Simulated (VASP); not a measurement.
BeSe (zinc blende): the bulk modulus from VASP (plane waves, PAW) at several levels of theory. Static lattice, third-order Birch-Murnaghan fit over five volumes.  The measured value holds thermal and zero-point effects that the static calculation lacks.

```json
[
 {"level": "LDA", "bulk modulus (GPa)": "83.9", "error against measurement": "-9.0 %"},
 {"level": "PBEsol", "bulk modulus (GPa)": "79.4", "error against measurement": "-13.9 %"},
 {"level": "RPBE", "bulk modulus (GPa)": "70.6", "error against measurement": "-23.4 %"},
 {"level": "AM05", "bulk modulus (GPa)": "77.2", "error against measurement": "-16.3 %"},
 {"level": "PBE-D3(BJ)", "bulk modulus (GPa)": "81.5", "error against measurement": "-11.6 %"},
 {"level": "PBE-D4", "bulk modulus (GPa)": "80.7", "error against measurement": "-12.4 %"},
 {"level": "optB88-vdW", "bulk modulus (GPa)": "76.2", "error against measurement": "-17.3 %"},
 {"level": "rev-vdW-DF2", "bulk modulus (GPa)": "77.2", "error against measurement": "-16.3 %"},
 {"level": "HSEsol", "bulk modulus (GPa)": "84.0", "error against measurement": "-8.9 %"},
 {"level": "PBE0", "bulk modulus (GPa)": "81.5", "error against measurement": "-11.6 %"}
]
```

Measured: 92.2 GPa (as given by Inakpenu et al., APS March Meeting 2017, C27.9).

The cell of the LDA run:

```cif
data_BeSe
_chemical_formula_sum 'Be1 Se1'
_space_group_name_H-M_alt 'P 1'
_space_group_IT_number 1
_cell_length_a 3.59751
_cell_length_b 3.59751
_cell_length_c 3.59751
_cell_angle_alpha 60.000
_cell_angle_beta 60.000
_cell_angle_gamma 60.000
loop_
_space_group_symop_operation_xyz
  'x, y, z'
loop_
_atom_site_label
_atom_site_type_symbol
_atom_site_fract_x
_atom_site_fract_y
_atom_site_fract_z
_atom_site_occupancy
Be1 Be 0.00000 0.00000 0.00000 1
Se1 Se 0.25000 0.25000 0.25000 1
```

Only levels that ran to the end are used. Left out are those held back, those with too coarse a band path, GW runs whose mesh misses a band edge, hybrids' fits of cells that aren't cubic and levels without matching references; a question may draw on a part of the rest.

The compound is BeSe in the zinc blende structure.
